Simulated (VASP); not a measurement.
The input files of a VASP run:

File POSCAR:
```
SnSe
1
    0.0000000000     2.7638874702     2.7638874702
    2.7638874702     0.0000000000     2.7638874702
    2.7638874702     2.7638874702     0.0000000000
Sn Se
1 1
Direct
  0.0000000000   0.0000000000   0.0000000000
  0.5000000000   0.5000000000   0.5000000000
```

### INCAR
```
# general
SYSTEM  = SnSe
PREC    = Accurate
ENCUT   = 500
LREAL   = .FALSE.
LASPH   = .TRUE.

# electronic loop
EDIFF   = 1E-6
NELM    = 100
ALGO    = Normal
LMAXMIX = 4

# smearing
ISMEAR  = 0
SIGMA   = 0.05

# functional
GGA     = PS

# ions
IBRION  = 2
NSW     = 40
ISIF    = 3
EDIFFG  = -0.02
PSTRESS = 300

# output
LWAVE   = .FALSE.
LCHARG  = .FALSE.
```

File KPOINTS:
```
Regular mesh
0
Gamma
8 8 8
0 0 0
```

POTCAR, in this order: Sn_d Se (PBE.64 set). Program: vasp_std.

Q: Translate this PBEsol calculation to Quantum ESPRESSO's pw.x.

A: One equivalent input (not run):
```
&CONTROL
  calculation = 'vc-relax'
  pseudo_dir = './pseudo'
  outdir = './out'
  tprnfor = .true.
  tstress = .true.
  nstep = 40
  forc_conv_thr = 0.00078
/
&SYSTEM
  ibrav = 0
  nat = 2
  ntyp = 2
  ecutwfc = 86
  occupations = 'smearing'
  smearing = 'gaussian'
  degauss = 0.003675
  input_dft = 'pbesol'
/
&ELECTRONS
  conv_thr = 7.3e-08
  electron_maxstep = 100
/
&IONS
/
&CELL
  press = 300
/
ATOMIC_SPECIES
  Sn 118.710 Sn.upf
  Se 78.971 Se.upf
CELL_PARAMETERS angstrom
     0.0000000    2.7638875    2.7638875
     2.7638875    0.0000000    2.7638875
     2.7638875    2.7638875    0.0000000
ATOMIC_POSITIONS crystal
  Sn   0.0000000  0.0000000  0.0000000
  Se   0.5000000  0.5000000  0.5000000
K_POINTS automatic
  8 8 8 0 0 0
```
The two are equivalent in intent, not identical: the potentials are each code's own (VASP's PAW set, PseudoDojo norm-conserving files in pw.x), so ENCUT and ecutwfc are chosen apart and not converted; conv_thr bounds pw.x's estimated SCF error, while EDIFF bounds the energy change between steps; forc_conv_thr acts on force components and is met together with etot_conv_thr.

The structure was generated: SnSe was put into the rock salt type (Fm-3m), which need not be its known phase. This run relaxes it under an external pressure of 30 GPa. Symmetry was kept, so distortions that lower it aren't found.
